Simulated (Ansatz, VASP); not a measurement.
One calculation of Ge3Pd, two programs

The input INCAR:

```
PREC = Accurate
ENCUT = 520
EDIFF = 1E-7
ISMEAR = -1
SIGMA = 0.05
LREAL = False
LASPH = True
NELM = 100
ALGO = Normal
ISIF = 2
LWAVE = False
LCHARG = False
GGA = PS
NBANDS = 34
```

KPOINTS

```
Automatic mesh
0
Gamma
  7 7 7
```

Contents of POSCAR:

```
Ge3Pd
1.0
    4.1694544153      0.0000000000      0.0000000000
    0.0000000000      4.1694544153      0.0000000000
    0.0000000000      0.0000000000      4.1694544153
Pd Ge
1 3
Direct
    0.0000000000      0.0000000000      0.0000000000
    0.5000000000      0.5000000000      0.0000000000
    0.5000000000      0.0000000000      0.5000000000
    0.0000000000      0.5000000000      0.5000000000
```

The input input.yaml:

```yaml
crystal:
  lattice:
    - [4.1694544153, 0.0, 0.0]
    - [0.0, 4.1694544153, 0.0]
    - [0.0, 0.0, 4.1694544153]
  atoms:
    - { symbol: Pd, position: [0.0, 0.0, 0.0] }
    - { symbol: Ge, position: [0.5, 0.5, 0.0] }
    - { symbol: Ge, position: [0.5, 0.0, 0.5] }
    - { symbol: Ge, position: [0.0, 0.5, 0.5] }
hamiltonian:
  xc: pbesol
  pseudopotentials: { kind: paw }
kpoints:
  mp_grid: { grid: [7, 7, 7] }
scf:
  occupations: { method: fermi_dirac, width: 0.05 }
output:
  forces: true
  stress: true
  eigenvalues: true
  write_density: true
  write_potential: true
  elf: true
  volumetric_format: npy
```

The cell comes from a database or a generator and needn't be the stable form of this composition.

Alike in both runs: task single point; functional PBEsol; k mesh 7 × 7 × 7; occupations fermi-dirac, width 0.05 eV; no spin polarisation.

|  | VASP | Ansatz |
| --- | --- | --- |
| version | VASP 6.6.1 | Ansatz 0.2.0 |
| potentials or method | VASP PAW PBE potentials, release 64 (Pd, Ge_d) | Ansatz PAW |
| plane-wave cutoff (eV) | 520 | 420 |
| valence electrons in the cell | 52 | 60 |

|  | VASP | Ansatz | Ansatz less VASP |
| --- | --- | --- | --- |
| gap on the k mesh at the Fermi level (eV) | none | none | - |
| pressure (GPa) | -6.2 | -6.2 | -0.03 |

A gap of «none» marks a metal or a gap that the smearing closes. The two sets of potentials don't hold the same shells in valence.

Caveats: the PAW data sets were made with another functional, which shifts forces and pressure a little (VASP); the PAW data sets come from PBE, with cores solved anew for the run's functional, which leaves a small shift of forces and pressure (Ansatz).
